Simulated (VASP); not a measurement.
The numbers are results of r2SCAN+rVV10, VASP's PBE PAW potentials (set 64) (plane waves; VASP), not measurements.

The input files of a VASP run:

### INCAR
```
SYSTEM = InSb
PREC = Accurate
ENCUT = 520
EDIFF = 1E-7
NELM = 100
ALGO = Normal
LREAL = .FALSE.
LASPH = .TRUE.
ISMEAR = -5
METAGGA = R2SCAN
LUSE_VDW = .TRUE.
BPARAM = 11.95
CPARAM = 0.0093
LMIXTAU = .TRUE.
LMAXMIX = 4
LWAVE = .FALSE.
LCHARG = .FALSE.
LORBIT = 11
NEDOS = 601
ISIF = 2
```

KPOINTS:
```
Automatic mesh
0
Gamma
8 8 8
0 0 0
```

File POSCAR:
```
InSb
1
    0.0000000000     3.2638814529     3.2638814529
    3.2638814529     0.0000000000     3.2638814529
    3.2638814529     3.2638814529     0.0000000000
In Sb
1 1
Direct
  0.0000000000   0.0000000000   0.0000000000
  0.2500000000   0.2500000000   0.2500000000
```

**KPOINTS_OPT**
```
k-points along high-symmetry lines
10
Line-mode
Reciprocal
  0.000000   0.000000   0.000000 ! GAMMA
 -0.500000  -0.500000   0.000000 ! X

 -0.500000  -0.500000   0.000000 ! X
 -0.375000  -0.375000   0.250000 ! U

 -0.375000  -0.000000   0.375000 ! K
  0.000000   0.000000   0.000000 ! GAMMA

  0.000000   0.000000   0.000000 ! GAMMA
  0.000000   0.000000   0.500000 ! L

  0.000000   0.000000   0.500000 ! L
 -0.500000  -0.250000   0.250000 ! W

 -0.500000  -0.250000   0.250000 ! W
 -0.500000  -0.500000   0.000000 ! X
```

POTCAR, in this order: In_d Sb (PBE.64 set). Program: vasp_std.

The resulting files:

File OSZICAR:
```
       N       E                     dE             d eps       ncg     rms          rms(c)
DAV:   1     0.687825852361E+02    0.68783E+02   -0.82477E+03   754   0.141E+03
DAV:   2    -0.432917729590E+02   -0.11207E+03   -0.10989E+03   779   0.310E+02
DAV:   3    -0.510420337704E+02   -0.77503E+01   -0.76971E+01   984   0.899E+01
DAV:   4    -0.512586756427E+02   -0.21664E+00   -0.21652E+00   898   0.171E+01
DAV:   5    -0.512707022754E+02   -0.12027E-01   -0.12026E-01  1095   0.337E+00    0.531E+00
DAV:   6    -0.482033755217E+02    0.30673E+01   -0.17191E+00   909   0.290E+01    0.285E+00
DAV:   7    -0.480735118813E+02    0.12986E+00   -0.51419E-01   794   0.105E+01    0.142E+00
DAV:   8    -0.482280185900E+02   -0.15451E+00   -0.37874E-01   779   0.691E+00    0.971E-01
DAV:   9    -0.481441972839E+02    0.83821E-01   -0.39623E-02   784   0.273E+00    0.639E-01
DAV:  10    -0.481545899775E+02   -0.10393E-01   -0.77131E-03   819   0.101E+00    0.104E+00
DAV:  11    -0.481645957667E+02   -0.10006E-01   -0.34413E-02   774   0.169E+00    0.359E-01
DAV:  12    -0.481665992303E+02   -0.20035E-02   -0.65094E-03   919   0.551E-01    0.245E-01
DAV:  13    -0.481668716465E+02   -0.27242E-03   -0.15861E-04   870   0.955E-02    0.304E-01
DAV:  14    -0.481658757312E+02    0.99592E-03   -0.10436E-03   939   0.337E-01    0.381E-01
DAV:  15    -0.481672317489E+02   -0.13560E-02   -0.81719E-04   754   0.401E-01    0.422E-01
DAV:  16    -0.481673594976E+02   -0.12775E-03   -0.26505E-04   814   0.194E-01    0.479E-01
DAV:  17    -0.481673768574E+02   -0.17360E-04   -0.12210E-05   898   0.422E-02    0.488E-01
DAV:  18    -0.481673711665E+02    0.56909E-05   -0.13778E-05   769   0.474E-02    0.517E-01
DAV:  19    -0.481673668814E+02    0.42851E-05   -0.31849E-06   784   0.234E-02    0.492E-01
DAV:  20    -0.481673900107E+02   -0.23129E-04   -0.68778E-06   754   0.426E-02    0.400E-01
DAV:  21    -0.481673937377E+02   -0.37270E-05   -0.63175E-06   759   0.269E-02    0.210E-01
DAV:  22    -0.481673793573E+02    0.14380E-04   -0.85545E-06   754   0.317E-02    0.102E-01
DAV:  23    -0.481673889959E+02   -0.96386E-05   -0.40207E-06   754   0.195E-02    0.546E-02
DAV:  24    -0.481673978803E+02   -0.88844E-05   -0.50773E-06   774   0.336E-02    0.159E-02
DAV:  25    -0.481673997937E+02   -0.19133E-05   -0.19469E-06   759   0.141E-02    0.374E-03
DAV:  26    -0.481674000432E+02   -0.24954E-06   -0.35535E-07   890   0.975E-03    0.418E-03
DAV:  27    -0.481673999918E+02    0.51376E-07   -0.33626E-08   397   0.305E-03
   1 F= -.48167400E+02 E0= -.48167400E+02  d E =0.000000E+00
       N       E                     dE             ncg
       N       E                     dE             ncg
       N       E                     dE             ncg
```

**OUTCAR**
```
------------------------ aborting loop because EDIFF is reached ----------------------------------------
  FORCE on cell =-STRESS in cart. coord.  units (eV):
  Direction    XX          YY          ZZ          XY          YZ          ZX
  --------------------------------------------------------------------------------------
  Total       -0.0052898     -0.0052898     -0.0052898      0.0000000      0.0000000     -0.0000000
  in kB       -0.1218745     -0.1218745     -0.1218745      0.0000000      0.0000000     -0.0000000
  external PRESSURE =      -0.1218745 kB  Pullay stress =       0.0000000 kB
  volume of cell :       69.54
      direct lattice vectors                 reciprocal lattice vectors
     0.000000000  3.263881453  3.263881453    -0.153191838  0.153191838  0.153191838
     3.263881453  0.000000000  3.263881453     0.153191838 -0.153191838  0.153191838
     3.263881453  3.263881453  0.000000000     0.153191838  0.153191838 -0.153191838
  FREE ENERGIE OF THE ION-ELECTRON SYSTEM (eV)
  ---------------------------------------------------
  free  energy   TOTEN  =       -48.1673999918 eV

  energy  without entropy=      -48.1673999918  energy(sigma->0) =      -48.16739999

 total charge

# of ion       s       p       d       tot
------------------------------------------
    1        0.856   0.731   9.863  11.450
    2        1.109   1.343   0.020   2.472
--------------------------------------------------
tot          1.965   2.074   9.883  13.923
```
(Selected blocks of OUTCAR.)

The compound is InSb in the zinc blende structure. It was relaxed first.
